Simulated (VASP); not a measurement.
# PtF2 (P-3m1) in VASP: single point with LDA+U

Aim: the single point of PtF2 with LDA+U.

Everything below comes from runs of VASP 6.6.1. Logs are shortened: lines on timing, memory, paths and dates and some standing lists are left out, and cuts for length are marked.

### 1 The structure

The structure is trigonal, space group P-3m1 (No. 164). Conventional cell: a = 3.036 Å, b = 3.036 Å, c = 4.898 Å, α = 90.00°, β = 90.00°, γ = 120.00°. Pt (site symmetry -3m) has 6 F at 2.14 Å as nearest neighbours. F (site symmetry 3m) has 3 Pt at 2.14 Å as nearest neighbours.

The cell comes from a database or a generator and needn't be the stable form of this composition.

### 2 Single point, LDA+U, non-collinear spin, random start, spin-orbit coupling

Input file INCAR:

```
SYSTEM = PtF2
ALGO = Normal ; EDIFF = 1E-7
ENCUT = 520 ; GGA_COMPAT = .False.
ISIF = 2 ; ISMEAR = 0
LASPH = .True. ; LCHARG = .False.
LDAU = .True. ; LDAUJ = 0 0
LDAUL = 2 -1 ; LDAUPRINT = 1
LDAUTYPE = 2 ; LDAUU = 7 0
LMAXMIX = 4 ; LORBIT = 11
LORBMOM = .True. ; LREAL = .False.
LSORBIT = .True. ; LWAVE = .False.
MAGMOM = 0.002 -0.008 -0.006 0 0 0 0 0 0 ; NELM = 80
PREC = Accurate ; SIGMA = 0.05
```

Input file KPOINTS:

```
k-points
0
Gamma
  7 7 4
  0 0 0
```

Input file POSCAR:

```
PtF2
1.0
    3.0364826400      0.0000000000      0.0000000000
   -1.5182413200      2.6296711100      0.0000000000
    0.0000000000      0.0000000000      4.8984767100
Pt F
1 2
Direct
    0.0000000000      0.0000000000      0.0000000000
    0.3333333333      0.6666666667      0.2520000000
    0.6666666667      0.3333333333      0.7480000000
```

Potentials or basis: VASP PAW LDA potentials, release 64 (Pt, F).

Command:

```sh
$ cat potpaw_LDA.64/Pt/POTCAR potpaw_LDA.64/F/POTCAR > POTCAR
$ mpirun -np 1 vasp_ncl > vasp.out
```

OUTCAR:

```text
SYSTEM = PtF2
   EDIFF = 1E-7
   ENCUT = 520
   ISIF = 2
   ISMEAR = 0
   LASPH = .True.
   LORBIT = 11
   LREAL = .False.
   LSORBIT = .True.
   NELM = 80
   PREC = Accurate

 ion  position               nearest neighbor table
   1  0.000  0.000  0.000-   2 2.14   3 2.14   3 2.14   2 2.14   3 2.14   2 2.14
   2  0.333  0.667  0.252-   1 2.14   1 2.14   1 2.14
   3  0.667  0.333  0.748-   1 2.14   1 2.14   1 2.14

  LATTYP: Found a hexagonal cell.
 ALAT       =     3.0364826400
 C/A-ratio  =     1.6132075466

  Lattice vectors:

 A1 = (   3.0364826400,   0.0000000000,   0.0000000000)
 A2 = (  -1.5182413200,   2.6296711100,   0.0000000000)
 A3 = (   0.0000000000,   0.0000000000,   4.8984767100)

Analysis of symmetry for initial positions (statically):
=====================================================================
 Subroutine PRICEL returns:
 Original cell was already a primitive cell.

 Routine SETGRP: Setting up the symmetry group for a
 hexagonal supercell.

 Subroutine GETGRP returns: Found 12 space group operations
 (whereof 12 operations were pure point group operations)
 out of a pool of 24 trial point group operations.

The static configuration has the point symmetry D_3d.

Analysis of symmetry for dynamics (positions and initial velocities):
=====================================================================
 Subroutine PRICEL returns:
 Original cell was already a primitive cell.

 Routine SETGRP: Setting up the symmetry group for a
 hexagonal supercell.

 Subroutine GETGRP returns: Found 12 space group operations
 (whereof 12 operations were pure point group operations)
 out of a pool of 24 trial point group operations.

The dynamic configuration has the point symmetry D_3d.

Analysis of structural, dynamic, and magnetic symmetry:
=====================================================================
 Subroutine PRICEL returns:
 Original cell was already a primitive cell.

 Routine SETGRP: Setting up the symmetry group for a
 hexagonal supercell.

 Subroutine GETGRP returns: Found  2 space group operations
 (whereof  2 operations were pure point group operations)
 out of a pool of 24 trial point group operations.

The overall configuration has the point symmetry S_2 .

 Subroutine INISYM returns: Found  2 space group operations
 (whereof  2 operations are pure point group operations),
 and found     1 'primitive' translations

----------------------------------------------------------------------------------------

                                     Primitive cell

  volume of cell :      39.1141

  direct lattice vectors                    reciprocal lattice vectors
     3.036482640  0.000000000  0.000000000     0.329328410  0.190137846  0.000000000
    -1.518241320  2.629671110  0.000000000     0.000000000  0.380275692  0.000000000
     0.000000000  0.000000000  4.898476710     0.000000000  0.000000000  0.204145096

  length of vectors
     3.036482640  3.036482645  4.898476710     0.380275692  0.380275692  0.204145096

  position of ions in fractional coordinates (direct lattice)
     0.000000000  0.000000000  0.000000000
     0.333333333  0.666666667  0.252000000
     0.666666667  0.333333333  0.748000000

  ion indices of the primitive-cell ions
   primitive index   ion index
                 1           1
                 2           2
                 3           3

----------------------------------------------------------------------------------------

 KPOINTS: k-points

Automatic generation of k-mesh.
 Grid dimensions read from file:
 generate k-points for:    7    7    4

 Generating k-lattice:

  Cartesian coordinates                     Fractional coordinates (reciprocal lattice)
     0.047046916  0.027162549  0.000000000     0.142857143  0.000000000  0.000000000
[... 148 lines left out ...]
  o =  1.0826  v =  0.4281 -0.0004  0.0093 -0.5352 -0.0000  0.0582 -0.0988 -0.0697 -0.0732  0.0795      0.0000  0.5380 -0.0136  0.0004 -0.4283 -0.0862 -0.0707  0.0000  0.1089  0.0565
  o =  1.0826  v =  0.1041  0.0033 -0.0390 -0.1311 -0.0024 -0.2396  0.4462 -0.0165  0.3000 -0.3554      0.0000  0.1215  0.0578 -0.0003 -0.0975  0.3543  0.3005  0.0001 -0.4433 -0.2395

 number of electron      23.9999999 magnetization       0.0001270     -0.0007358     -0.0000208

 Free energy of the ion-electron system (eV)
  ---------------------------------------------------
  ext. energy  EPLUGINS =         0.00000000
  ---------------------------------------------------
  free energy    TOTEN  =       -10.86190720 eV

  energy without entropy =      -10.86190720  energy(sigma->0) =      -10.86190720

 E-fermi :   2.5555     XC(G=0): -11.1009

 val. band max:        2.2449555605   @ k =   0.0000   0.0000   0.5000
 cond. band min:       4.1759186840   @ k =   0.0000   0.0000   0.0000
 fundamental gap:      1.9309631235
 Fermi energy:         2.5555303502

 k-point     1 :       0.0000    0.0000    0.0000
  band No.  band energies     occupation
      1     -20.3518      1.00000
      2     -20.3516      1.00000
      3     -19.6997      1.00000
      4     -19.6995      1.00000
      5      -5.5583      1.00000
      6      -5.5581      1.00000
[... 829 lines left out ...]
     31      14.1943      0.00000
     32      14.1946      0.00000

 [... further k-points ...]
[... 5 lines left out ...]
  --------------------------------------------------------------------------------------
  -------------------------------------------------------------------------------------
  Total        2.9877310      2.9740297      1.0809048     -0.0016655      0.0036074     -0.0010294
  in kB      122.3823520    121.8211218     44.2756301     -0.0682210      0.1477634     -0.0421668
  external PRESSURE =      96.1597013 kB  Pullay stress =       0.0000000 kB

 VOLUME and BASIS-vectors are now :
 -----------------------------------------------------------------------------
  energy-cutoff  :      520.00
  volume of cell :       39.11
      direct lattice vectors                 reciprocal lattice vectors
     3.036482640  0.000000000  0.000000000     0.329328410  0.190137846  0.000000000
    -1.518241320  2.629671110  0.000000000     0.000000000  0.380275692  0.000000000
     0.000000000  0.000000000  4.898476710     0.000000000  0.000000000  0.204145096

 POSITION                                       TOTAL-FORCE (eV/Angst)
 -----------------------------------------------------------------------------------
      0.00000      0.00000      0.00000         0.000000      0.000000      0.000000
     -0.00000      1.75311      1.23442        -0.000332      0.001337      0.592436
      1.51824      0.87656      3.66406         0.000332     -0.001337     -0.592436
 -----------------------------------------------------------------------------------
    total drift:                                0.000000     -0.000000      0.000000

  FREE ENERGIE OF THE ION-ELECTRON SYSTEM (eV)
  ---------------------------------------------------
  free  energy   TOTEN  =       -10.8619072016 eV

  energy  without entropy=      -10.8619072016  energy(sigma->0) =      -10.86190720

 orbital moment (x)

 # of ion     p       d       tot
 ----------------------------------------
  1         0.000   0.000   0.000
  2         0.000   0.000   0.000
  3         0.000   0.000   0.000
 ----------------------------------------
            0.000   0.000   0.000

 orbital moment (y)

 # of ion     p       d       tot
 ----------------------------------------
  1         0.000  -0.001  -0.001
  2         0.000   0.000   0.000
  3         0.000   0.000   0.000
 ----------------------------------------
            0.000  -0.001  -0.001

 orbital moment (z)

 # of ion     p       d       tot
 ----------------------------------------
  1         0.000  -0.000  -0.000
  2         0.000   0.000   0.000
  3         0.000   0.000   0.000
 ----------------------------------------
            0.000  -0.000  -0.000

 Spin-Orbit-Coupling matrix elements

 Ion:    1  E_soc:     -1.0274990
 l=   1
     0.0000000    -0.0166946    -0.0174601
    -0.0166946     0.0000000    -0.0166974
    -0.0174601    -0.0166974     0.0000000
 l=   2
     0.0000000    -0.0652214     0.0000000    -0.0664287     0.0706566
    -0.0652214     0.0000000    -0.0277263    -0.2092494    -0.0679936
     0.0000000    -0.0277263     0.0000000    -0.0277385     0.0000000
    -0.0664287    -0.2092494    -0.0277385     0.0000000    -0.0691962
     0.0706566    -0.0679936     0.0000000    -0.0691962     0.0000000
 l=   3
     0.0000000     0.0000000     0.0000000     0.0000000     0.0000000     0.0000000     0.0000000
     0.0000000     0.0000000     0.0000000     0.0000000     0.0000000     0.0000000     0.0000000
     0.0000000     0.0000000     0.0000000     0.0000000     0.0000000     0.0000000     0.0000000
     0.0000000     0.0000000     0.0000000     0.0000000     0.0000000     0.0000000     0.0000000
[... 29 lines left out ...]
 l=   2
     0.0000000     0.0000000     0.0000000     0.0000000     0.0000000
     0.0000000     0.0000000     0.0000000     0.0000000     0.0000000
     0.0000000     0.0000000     0.0000000     0.0000000     0.0000000
     0.0000000     0.0000000     0.0000000     0.0000000     0.0000000
     0.0000000     0.0000000     0.0000000     0.0000000     0.0000000
 l=   3
     0.0000000     0.0000000     0.0000000     0.0000000     0.0000000     0.0000000     0.0000000
     0.0000000     0.0000000     0.0000000     0.0000000     0.0000000     0.0000000     0.0000000
     0.0000000     0.0000000     0.0000000     0.0000000     0.0000000     0.0000000     0.0000000
     0.0000000     0.0000000     0.0000000     0.0000000     0.0000000     0.0000000     0.0000000
     0.0000000     0.0000000     0.0000000     0.0000000     0.0000000     0.0000000     0.0000000
     0.0000000     0.0000000     0.0000000     0.0000000     0.0000000     0.0000000     0.0000000
     0.0000000     0.0000000     0.0000000     0.0000000     0.0000000     0.0000000     0.0000000

 total charge

# of ion       s       p       d       tot
------------------------------------------
    1        0.420   0.436   8.474   9.329
    2        1.737   4.285   0.000   6.022
    3        1.737   4.285   0.000   6.022
--------------------------------------------------
tot          3.894   9.006   8.474  21.373

 magnetization (x)

# of ion       s       p       d       tot
------------------------------------------
    1        0.000   0.000   0.000   0.000
    2        0.000   0.000   0.000   0.000
    3        0.000   0.000   0.000   0.000
--------------------------------------------------
tot          0.000   0.000   0.000   0.000

 magnetization (y)

# of ion       s       p       d       tot
------------------------------------------
    1       -0.000  -0.000  -0.001  -0.001
    2       -0.000  -0.000   0.000  -0.000
    3       -0.000  -0.000   0.000  -0.000
--------------------------------------------------
tot         -0.000  -0.000  -0.001  -0.001

 magnetization (z)

# of ion       s       p       d       tot
------------------------------------------
    1       -0.000  -0.000  -0.000  -0.000
    2       -0.000  -0.000   0.000  -0.000
    3       -0.000  -0.000   0.000  -0.000
--------------------------------------------------
tot         -0.000  -0.000  -0.000  -0.000
```

Wall time 8.1 min (1 thread of Intel Xeon Platinum 8488C (Sapphire Rapids), shared host); peak memory 0.34 GiB.

What came out:

| Property | Result |
| --- | --- |
| Free energy | -10.8619 eV |
| Pressure | 9.6 GPa |
| Largest force | 0.592 eV/Å |
| Net moment | 0.00 μB per cell |
| Valence electrons inside the program's atomic spheres | Pt 9.33; F 6.02 |

Forces in eV/Å, atoms in the order of the input:
```
Pt   0.000  0.000  0.000
F    0.000  0.001  0.592
F    0.000 -0.001 -0.592
```

Moments on the atoms (μB; x, y, z):
```
Pt  0.00 0.00 0.00
F   0.00 0.00 0.00
F   0.00 0.00 0.00
```
